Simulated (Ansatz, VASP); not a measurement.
# RbMg3 in VASP and in Ansatz

File INCAR:

```
SYSTEM = RbMg3
PREC = Accurate
ENCUT = 520
EDIFF = 1E-7
ISMEAR = -1
SIGMA = 0.05
LREAL = .FALSE.
LASPH = .TRUE.
NELM = 80
ALGO = Normal
ISIF = 2
LWAVE = .FALSE.
LCHARG = .FALSE.
GGA = PE
NBANDS = 16
```

Contents of KPOINTS:

```
Automatic mesh
0
G
  8 5 4
  0 0 0
```

The input POSCAR:

```
RbMg3
1.0
    3.3545450140      0.0000000000      0.0000000000
    0.0000000000      5.2543913651      0.0000000000
    0.0000000000      0.0000000000      8.0238399490
Rb Mg
1 3
Direct
    0.0000000000      0.0000000000      0.1333790000
    0.0000000000      0.5000000000      0.7736860000
    0.5000000000      0.5000000000      0.4398730000
    0.5000000000      0.0000000000      0.6530620000
```

Contents of input.yaml:

```yaml
crystal:
  lattice:
    - [3.354545014, 0.0, 0.0]
    - [0.0, 5.2543913651, 0.0]
    - [0.0, 0.0, 8.023839949]
  atoms:
    - { symbol: Rb, position: [0.0, 0.0, 0.133379] }
    - { symbol: Mg, position: [0.0, 0.5, 0.773686] }
    - { symbol: Mg, position: [0.5, 0.5, 0.439873] }
    - { symbol: Mg, position: [0.5, 0.0, 0.653062] }
hamiltonian:
  xc: pbe
  pseudopotentials: { kind: paw }
kpoints:
  mp_grid: { grid: [8, 5, 4] }
scf:
  occupations: { method: fermi_dirac, width: 0.05 }
output:
  forces: true
  stress: true
  eigenvalues: true
```

Change from the starting cell: volume scaled by 1.02.

Alike in both runs: task single point; functional PBE; k mesh 8 × 5 × 4; occupations fermi-dirac, width 0.05 eV; no spin polarisation.

```csv
,VASP,Ansatz
version,VASP 6.6.1,Ansatz 0.2.0
potentials or method,"VASP PAW PBE potentials, release 64 (Rb_sv, Mg)",Ansatz PAW
plane-wave cutoff (eV),520,420
valence electrons in the cell,15,39
```

VASP gave:

```
gap on the k mesh at the Fermi level (eV)       : none
pressure (GPa)                                  : -0.4
largest component of the traceless stress (GPa) : 0.76
rms of the force components (eV/Å)              : 0.057
```

Task: Estimate Ansatz's values.

Result: gap on the k mesh at the Fermi level (eV): none; pressure (GPa): -0.3; largest component of the traceless stress (GPa): 0.76; rms of the force components (eV/Å): 0.054.

Atom by atom the forces differ by 0.003 eV/Å (rms over components). A gap of «none» marks a metal or a gap that the smearing closes. The two sets of potentials don't hold the same shells in valence.
